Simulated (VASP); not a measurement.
# Zr3PN3 (Pm-3m) in VASP: notebook, part 2 of 2

VASP 6.6.1. The steps go on from the part before.

### 4 Single point, PBE (species swapped into the Ca3AsBr3 type (Pm-3m, No. 221))

Contents of INCAR:

```
PREC = Accurate
ENCUT = 520
EDIFF = 1E-6
ISMEAR = 0
SIGMA = 0.1
LREAL = False
LASPH = True
NELM = 60
ALGO = Fast
ISIF = 2
LWAVE = False
LCHARG = False
GGA = PE
NBANDS = 37
```

Contents of KPOINTS:

```
regular mesh
0
Gamma
  4 4 4
```

Contents of POSCAR:

```
Zr3PN3
1.0
    4.7415938200      0.0000000000      0.0000000000
    0.0000000000      4.7415938200      0.0000000000
    0.0000000000      0.0000000000      4.7415938200
Zr P N
3 1 3
Direct
    0.5000000000      0.0000000000      0.0000000000
    0.0000000000      0.5000000000      0.0000000000
    0.0000000000      0.0000000000      0.5000000000
    0.0000000000      0.0000000000      0.0000000000
    0.0000000000      0.5000000000      0.5000000000
    0.5000000000      0.0000000000      0.5000000000
    0.5000000000      0.5000000000      0.0000000000
```

Command:

```
> cat potpaw_PBE.64/Zr_sv/POTCAR potpaw_PBE.64/P/POTCAR potpaw_PBE.64/N/POTCAR > POTCAR
> mpirun -np 1 vasp_std > vasp.out
```

It took 46 s on 1 thread of Intel Xeon Platinum 8488C (Sapphire Rapids), shared host; peak memory 0.21 GiB.

Results (log left out):

| Item | Value |
| --- | --- |
| Free energy | -60.2941 eV |
| Pressure | 2.8 GPa |
| Band gap on the k mesh | none (metal or under the smearing width) |

Levels at points of the mesh, in eV from the Fermi level:
```tsv
k point	band 24	band 25	band 26	band 27	band 28	band 29	band 30	band 31	band 32	band 33
(0.00, 0.00, 0.00)	-0.99	-0.99	-0.79	-0.79	-0.79	-0.01	-0.01	-0.01	1.16	1.16
(0.50, 0.00, 0.00)	-1.79	-0.93	-0.93	-0.84	-0.84	-0.80	1.31	1.85	1.85	1.91
(0.50, 0.50, 0.00)	-2.58	-2.28	-2.28	-2.02	0.37	1.98	1.98	2.29	3.43	3.59
(0.50, 0.50, 0.50)	-3.38	-3.38	-3.38	-0.14	-0.14	3.41	3.41	3.41	4.06	4.06
```

### 5 Single point, PBE

Contents of INCAR:

```
SYSTEM = Zr3PN3
  PREC = Accurate
  ENCUT = 520
  EDIFF = 1E-7
  ISMEAR = 0
  SIGMA = 0.1
  LREAL = .False.
  LASPH = .True.
  NELM = 60
  ALGO = Fast
  ISIF = 2
  LWAVE = .False.
  LCHARG = .False.
  GGA = PE
  NBANDS = 37
```

Contents of KPOINTS:

```
regular mesh
0
Gamma
  8 8 8
  0 0 0
```

POSCAR: that of step 4 with these lines changed.

```diff
@@ -2,5 +2,5 @@
 1.0
-    4.7415938200      0.0000000000      0.0000000000
-    0.0000000000      4.7415938200      0.0000000000
-    0.0000000000      0.0000000000      4.7415938200
+    4.7685611534      0.0000000000      0.0000000000
+    0.0000000000      4.7685611534      0.0000000000
+    0.0000000000      0.0000000000      4.7685611534
 Zr P N
```

Potentials or basis: VASP PAW PBE potentials, release 64 (Zr_sv, P, N).

Command:

```
> cat potpaw_PBE.64/Zr_sv/POTCAR potpaw_PBE.64/P/POTCAR potpaw_PBE.64/N/POTCAR > POTCAR
> mpirun -np 1 vasp_std > vasp.out
```

OUTCAR:

```text
SYSTEM = Zr3PN3
   PREC = Accurate
   ENCUT = 520
   EDIFF = 1E-7
   ISMEAR = 0
   LREAL = .False.
   LASPH = .True.
   NELM = 60
   ISIF = 2
   GGA = PE

 ion  position               nearest neighbor table
   1  0.500  0.000  0.000-   4 2.38   6 2.38   7 2.38   6 2.38   7 2.38   4 2.38   3 3.37   2 3.37
                             2 3.37   2 3.37   3 3.37   3 3.37   3 3.37   2 3.37
   2  0.000  0.500  0.000-   4 2.38   5 2.38   7 2.38   5 2.38   4 2.38   7 2.38   3 3.37   1 3.37
                             3 3.37   1 3.37   3 3.37   1 3.37   3 3.37   1 3.37
   3  0.000  0.000  0.500-   4 2.38   5 2.38   6 2.38   4 2.38   5 2.38   6 2.38   2 3.37   2 3.37
                             2 3.37   1 3.37   2 3.37   1 3.37   1 3.37   1 3.37
   4  0.000  0.000  0.000-   1 2.38   2 2.38   3 2.38   3 2.38   2 2.38   1 2.38
   5  0.000  0.500  0.500-   2 2.38   3 2.38   2 2.38   3 2.38
   6  0.500  0.000  0.500-   1 2.38   3 2.38   1 2.38   3 2.38
   7  0.500  0.500  0.000-   1 2.38   2 2.38   1 2.38   2 2.38

  LATTYP: Found a simple cubic cell.
 ALAT       =     4.7685611534

  Lattice vectors:

 A1 = (   4.7685611534,   0.0000000000,   0.0000000000)
 A2 = (   0.0000000000,   4.7685611534,   0.0000000000)
 A3 = (   0.0000000000,   0.0000000000,   4.7685611534)

Analysis of symmetry for initial positions (statically):
=====================================================================
 Subroutine PRICEL returns:
 Original cell was already a primitive cell.

 Routine SETGRP: Setting up the symmetry group for a
 simple cubic supercell.

 Subroutine GETGRP returns: Found 48 space group operations
 (whereof 48 operations were pure point group operations)
 out of a pool of 48 trial point group operations.

The static configuration has the point symmetry O_h .

Analysis of symmetry for dynamics (positions and initial velocities):
=====================================================================
 Subroutine PRICEL returns:
 Original cell was already a primitive cell.

 Routine SETGRP: Setting up the symmetry group for a
 simple cubic supercell.

 Subroutine GETGRP returns: Found 48 space group operations
 (whereof 48 operations were pure point group operations)
 out of a pool of 48 trial point group operations.

The dynamic configuration has the point symmetry O_h .

 Subroutine INISYM returns: Found 48 space group operations
 (whereof 48 operations are pure point group operations),
 and found     1 'primitive' translations

----------------------------------------------------------------------------------------

                                     Primitive cell

  volume of cell :     108.4331

  direct lattice vectors                    reciprocal lattice vectors
     4.768561153  0.000000000  0.000000000     0.209706863  0.000000000  0.000000000
     0.000000000  4.768561153  0.000000000     0.000000000  0.209706863  0.000000000
     0.000000000  0.000000000  4.768561153     0.000000000  0.000000000  0.209706863

  length of vectors
     4.768561153  4.768561153  4.768561153     0.209706863  0.209706863  0.209706863

[... 49 lines left out ...]
  0.250000  0.000000  0.000000      6.000000
  0.375000  0.000000  0.000000      6.000000
  0.500000  0.000000  0.000000      3.000000
  0.125000  0.125000  0.000000     12.000000
[... 16 lines left out ...]
  0.375000  0.375000  0.125000     24.000000
  0.500000  0.375000  0.125000     24.000000
 [... further k-points ...]
   k-points           NKPTS =     35   k-points in BZ     NKDIM =     35   number of bands    NBANDS=     37
   number of dos      NEDOS =    301   number of ions     NIONS =      7
   total plane-waves  NPLWV =  46656
   dimension x,y,z NGX =    36 NGY =   36 NGZ =   36
   dimension x,y,z NGXF=    72 NGYF=   72 NGZF=   72
   ions per type =               3   1   3
   NGX,Y,Z   is equivalent  to a cutoff of  12.55, 12.55, 12.55 a.u.
   NGXF,Y,Z  is equivalent  to a cutoff of  25.10, 25.10, 25.10 a.u.
 SYSTEM =  Zr3PN3
   PREC   = accura    normal or accurate (medium, high low for compatibility)
   ISTART =      0    job   : 0-new  1-cont  2-samecut
   ICHARG =      2    charge: 1-file 2-atom 10-const
   ISPIN  =      1    spin polarized calculation?
   LNONCOLLINEAR =      F non collinear calculations
   LSORBIT =      F    spin-orbit coupling
   LASPH  =      T    aspherical Exc in radial PAW
   ENCUT  =  520.0 eV  38.22 Ry    6.18 a.u.   8.87  8.87  8.87*2*pi/ulx,y,z
   NELM   =     60;   NELMIN=  2; NELMDL= -5     # of ELM steps
   EDIFF  = 0.1E-06   stopping-criterion for ELM
   LREAL  =      F    real-space projection
   EDIFFG = 0.1E-05   stopping-criterion for IOM
   NSW    =      0    number of steps for IOM
   IBRION =     -1    ionic relax: 0-MD 1-quasi-New 2-CG
   NFREE  =      0    steps in history (QN), initial steepest desc. (CG)
   ISIF   =      2    stress and relaxation
   ISYM   =      2    0-nonsym 1-usesym 2-fastsym
   POTIM  = 0.5000    time-step for ionic-motion
   TEBEG  =    0.0;   TEEND  =   0.0 temperature during run
   PSTRESS=    0.0 pullay stress
   NELECT =      56.0000    total number of electrons
   NUPDOWN=      -1.0000    fix difference up-down
   EMIN   =  10.00;   EMAX   =-10.00  energy-range for DOS
   EFERMI =   0.00;   METHOD = LEGACY
   ISMEAR =     0;   SIGMA  =   0.10  broadening in eV -4-tet -1-fermi 0-gaus
   EFERMI_NEDOS =   21; number of points for ismear=-14 and -15
   IALGO  =     68    algorithm
   IMIX   =      4    mixing-type and parameters
     AMIX     =   0.40;   BMIX     =  1.00
     AMIX_MAG =   1.60;   BMIX_MAG =  1.00
  volume/ion in A,a.u.               =      15.49       104.53
  Fermi-wavevector in a.u.,A,eV,Ry     =   1.313460  2.482079 23.472457  1.725177
  Thomas-Fermi vector in A             =   2.443781
   LORBIT       =      0    0 simple, 1 ext, 2 COOP (PROOUT), +10 PAW based schemes
   GGA     = PE    functional components
   LHFCALC =     F    Hartree Fock is set to
   AEXX    =    0.0000 exact exchange contribution
   IVDW    =     0    specifies the selected vdW correction
   LEPSILON=     F    determine dielectric tensor
   LRPA    =     F    only Hartree local field effects (RPA)
 non-spin polarized calculation
 RMM-DIIS sequential band-by-band and
 Gauss-broadening in eV      SIGMA  =   0.10
  energy-cutoff  :      520.00
  volume of cell :      108.43
 maximum number of plane-waves:      2968
 NGX is ok and might be reduce to    36
   NGX = 17   NGY = 17   NGZ = 17

 number of electron      55.9999994 magnetization

 Free energy of the ion-electron system (eV)
  ---------------------------------------------------
  ext. energy  EPLUGINS =         0.00000000
  ---------------------------------------------------
  free energy    TOTEN  =       -60.36778603 eV

  energy without entropy =      -60.34558529  energy(sigma->0) =      -60.35668566

 E-fermi :   7.0214     XC(G=0): -10.9196

 val. band max:        6.9934882634   @ k =   0.3750   0.2500   0.1250
 cond. band min:       7.0228151454   @ k =   0.1250   0.0000   0.0000
 fundamental gap:      0.0293268820
 Fermi energy:         7.0214252927

 k-point     1 :       0.0000    0.0000    0.0000
  band No.  band energies     occupation
      1     -41.6696      2.00000
      2     -41.5811      2.00000
      3     -41.5811      2.00000
      4     -20.1507      2.00000
      5     -20.1507      2.00000
      6     -20.1507      2.00000
[... 949 lines left out ...]
     36      10.8139      0.00000
     37      11.4166      0.00000

 [... further k-points ...]

------------------------ aborting loop because EDIFF is reached ----------------------------------------

  FORCE on cell =-STRESS in cart. coord.  units (eV):
  Direction    XX          YY          ZZ          XY          YZ          ZX
  --------------------------------------------------------------------------------------
  -------------------------------------------------------------------------------------
  Total        0.0500416      0.0500416      0.0500416     -0.0000000     -0.0000000      0.0000000
  in kB        0.7394000      0.7394000      0.7394000     -0.0000000     -0.0000000      0.0000000
  external PRESSURE =       0.7394000 kB  Pullay stress =       0.0000000 kB

 VOLUME and BASIS-vectors are now :
 -----------------------------------------------------------------------------
  energy-cutoff  :      520.00
  volume of cell :      108.43
      direct lattice vectors                 reciprocal lattice vectors
     4.768561153  0.000000000  0.000000000     0.209706863  0.000000000  0.000000000
     0.000000000  4.768561153  0.000000000     0.000000000  0.209706863  0.000000000
     0.000000000  0.000000000  4.768561153     0.000000000  0.000000000  0.209706863

 POSITION                                       TOTAL-FORCE (eV/Angst)
 -----------------------------------------------------------------------------------
      2.38428      0.00000      0.00000         0.000000      0.000000      0.000000
      0.00000      2.38428      0.00000         0.000000      0.000000      0.000000
      0.00000      0.00000      2.38428         0.000000      0.000000      0.000000
      0.00000      0.00000      0.00000         0.000000      0.000000      0.000000
      0.00000      2.38428      2.38428         0.000000      0.000000      0.000000
      2.38428      0.00000      2.38428         0.000000      0.000000      0.000000
      2.38428      2.38428      0.00000         0.000000      0.000000      0.000000
 -----------------------------------------------------------------------------------
    total drift:                                0.000000     -0.000000     -0.000000

  FREE ENERGIE OF THE ION-ELECTRON SYSTEM (eV)
  ---------------------------------------------------
  free  energy   TOTEN  =       -60.3677860319 eV

  energy  without entropy=      -60.3455852938  energy(sigma->0) =      -60.35668566
```

Wall time 2.7 min (1 thread of Intel Xeon Platinum 8488C (Sapphire Rapids), shared host); peak memory 0.27 GiB.

What came out:

```yaml
Free_energy: -60.3678 eV
Pressure: 0.1 GPa
Band_gap_on_the_k_mesh: none (metal or under the smearing width)
```

Levels at points of the mesh, in eV from the Fermi level:
| k point | band 26 | band 27 | band 28 | band 29 | band 30 | band 31 |
| --- | --- | --- | --- | --- | --- | --- |
| (0.00, 0.00, 0.00) | -0.66 | -0.66 | -0.66 | 0.08 | 0.08 | 0.08 |
| (0.50, 0.00, 0.00) | -0.81 | -0.73 | -0.73 | -0.70 | 1.47 | 1.97 |
| (0.50, 0.50, 0.00) | -2.13 | -1.88 | 0.43 | 2.10 | 2.10 | 2.41 |
| (0.50, 0.50, 0.50) | -3.20 | -0.06 | -0.06 | 3.50 | 3.50 | 3.50 |

### 6 Summary

| task | cell | k mesh | cutoff (eV) | gap on the mesh (eV) | pressure (GPa) |
| --- | --- | --- | --- | --- | --- |
| single point | species swapped into the Ca3AsBr3 type (Pm-3m, No. 221) | 8 × 8 × 8 | 520 | none | 0.1 |
| relaxation of cell and atoms | relaxed from: species swapped into the Ca3AsBr3 type (Pm-3m, No. 221) | 8 × 8 × 8 | 600 | none | 0.0 |
| single point | species swapped into the Ca3AsBr3 type (Pm-3m, No. 221) | 4 × 4 × 4 | 520 | none | 2.8 |
| single point | as given | 8 × 8 × 8 | 520 | none | 0.1 |

Alike in all rows: level PBE; potentials or basis VASP PAW PBE potentials, release 64 (Zr_sv, P, N); no spin polarisation; smearing gaussian 0.1 eV.

Absolute energies hang on the potentials; compare differences alone.
